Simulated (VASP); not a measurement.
Output of a VASP run:

OSZICAR:
```
       N       E                     dE             d eps       ncg     rms          rms(c)
DAV:   1     0.485839537062E+02    0.48584E+02   -0.59253E+03  1299   0.940E+02
DAV:   2    -0.121050336869E+02   -0.60689E+02   -0.56117E+02  1395   0.199E+02
DAV:   3    -0.137410642801E+02   -0.16360E+01   -0.16098E+01  1493   0.328E+01
DAV:   4    -0.137559186077E+02   -0.14854E-01   -0.14797E-01  1411   0.349E+00
DAV:   5    -0.137561065396E+02   -0.18793E-03   -0.18791E-03  1507   0.375E-01    0.138E+01
DAV:   6    -0.132339653472E+02    0.52214E+00   -0.31990E+00  1334   0.171E+01    0.671E+00
DAV:   7    -0.131799551027E+02    0.54010E-01   -0.21427E-01  1286   0.497E+00    0.410E+00
DAV:   8    -0.131655635561E+02    0.14392E-01   -0.31561E-02  1383   0.131E+00    0.354E-01
DAV:   9    -0.131645280756E+02    0.10355E-02   -0.24626E-03  1388   0.466E-01    0.231E-01
DAV:  10    -0.131643989548E+02    0.12912E-03   -0.11574E-03  1313   0.232E-01    0.383E-02
DAV:  11    -0.131643834319E+02    0.15523E-04   -0.44881E-05  1394   0.558E-02    0.194E-02
DAV:  12    -0.131643824685E+02    0.96339E-06   -0.29412E-06  1326   0.128E-02
   1 F= -.13164382E+02 E0= -.13164409E+02  d E =-.131644E+02
```

File OUTCAR:
```
------------------------ aborting loop because EDIFF is reached ----------------------------------------
  FORCE on cell =-STRESS in cart. coord.  units (eV):
  Direction    XX          YY          ZZ          XY          YZ          ZX
  --------------------------------------------------------------------------------------
  Total       -0.0014852     -0.0014852     -0.0014852      0.0000000      0.0000000      0.0000000
  in kB       -0.0779456     -0.0779456     -0.0779456      0.0000000      0.0000000      0.0000000
  external PRESSURE =      -0.0779456 kB  Pullay stress =       0.0000000 kB
  volume of cell :       30.53
      direct lattice vectors                 reciprocal lattice vectors
     0.000000000  2.480581723  2.480581723    -0.201565623  0.201565623  0.201565623
     2.480581723  0.000000000  2.480581723     0.201565623 -0.201565623  0.201565623
     2.480581723  2.480581723  0.000000000     0.201565623  0.201565623 -0.201565623
 POSITION                                       TOTAL-FORCE (eV/Angst)
 -----------------------------------------------------------------------------------
      0.00000      0.00000      0.00000        -0.000000      0.000000     -0.000000
      2.48058      2.48058      2.48058         0.000000     -0.000000      0.000000
 -----------------------------------------------------------------------------------
    total drift:                                0.000000     -0.000000     -0.000000
  FREE ENERGIE OF THE ION-ELECTRON SYSTEM (eV)
  ---------------------------------------------------
  free  energy   TOTEN  =       -13.1643824685 eV

  energy  without entropy=      -13.1644630672  energy(sigma->0) =      -13.16440933

 reached required accuracy - stopping structural energy minimisation
```
(Selected blocks of OUTCAR.)

File POSCAR:
```
PtP
1
    0.0000000000     2.4805817235     2.4805817235
    2.4805817235    -0.0000000000     2.4805817235
    2.4805817235     2.4805817235     0.0000000000
Pt P
1 1
Direct
  0.0000000000   0.0000000000   0.0000000000
  0.5000000000   0.5000000000   0.5000000000
```

Reconstruct the remaining input files.

This is not unique; one that fits is the input of the run itself, PBEsol GGA, plane waves, VASP's PBE PAW potentials (set 64).

**INCAR**
```
# general
SYSTEM   =  PtP
PREC     =  Accurate
ENCUT    =  400
LREAL    =  .FALSE.
LASPH    =  .TRUE.

# electronic loop
EDIFF    =  1E-6
NELM     =  100
ALGO     =  Normal
LMAXMIX  =  6

# smearing
ISMEAR   =  1
SIGMA    =  0.1

# functional
GGA      =  PS

# ions
IBRION   =  2
NSW      =  60
ISIF     =  3
EDIFFG   =  -0.01

# output
LWAVE    =  .FALSE.
LCHARG   =  .FALSE.
```

### KPOINTS
```
Automatic
0
G
 11 11 11
```

POTCAR, in this order: Pt P (PBE.64 set). Program: vasp_std.

The structure was generated: PtP was put into the rock salt type (Fm-3m), which need not be its known phase. It was relaxed first, which changed the volume by -16 %. The start is the result of an earlier pass. The electron count is odd and the run is not spin-polarised, which forces a metal.
